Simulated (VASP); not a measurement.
Input:

```
AlNi
1.0
    2.83361     0.00000     0.00000
    0.00000     2.83361     0.00000
    0.00000     0.00000     2.83361
Al Ni
1 1
Direct
  0.50000   0.50000   0.50000
  0.00000   0.00000   0.00000
```

Method: LDA (Ceperley-Alder, Perdew-Zunger), VASP's LDA PAW potentials (set 64) (plane waves; VASP). Run with 500 eV cut-off, 13×13×13 Γ-centred mesh, first-order Methfessel-Paxton smearing of 0.10 eV, potentials Al Ni.

Energy and stress use the plane-wave basis of the starting cell.

**Question.** The ions, cell shape and volume at an external pressure of 5.0 GPa are relaxed. Predict the relaxed structure.

**Answer.** 
```
AlNi
1.0
    2.80957     0.00000     0.00000
    0.00000     2.80957     0.00000
    0.00000     0.00000     2.80957
Al Ni
1 1
Cartesian
  1.40479   1.40479   1.40479
  0.00000   0.00000   0.00000
```
Space group Pm-3m (221), at a tolerance of 0.03 Å.

**Question.** How do energy and volume change from the first to the last step?

**Answer.** The energy (σ→0) changes by +4.4 meV/atom and the volume by -2.5 %, in 3 ionic steps.

The compound is NiAl in the CsCl type structure. This run relaxes it under an external pressure of 5 GPa. Symmetry was kept, so distortions that lower it aren't found. The run is not spin-polarised, so no magnetic state was tried. The electron count is odd and the run is not spin-polarised, which forces a metal.
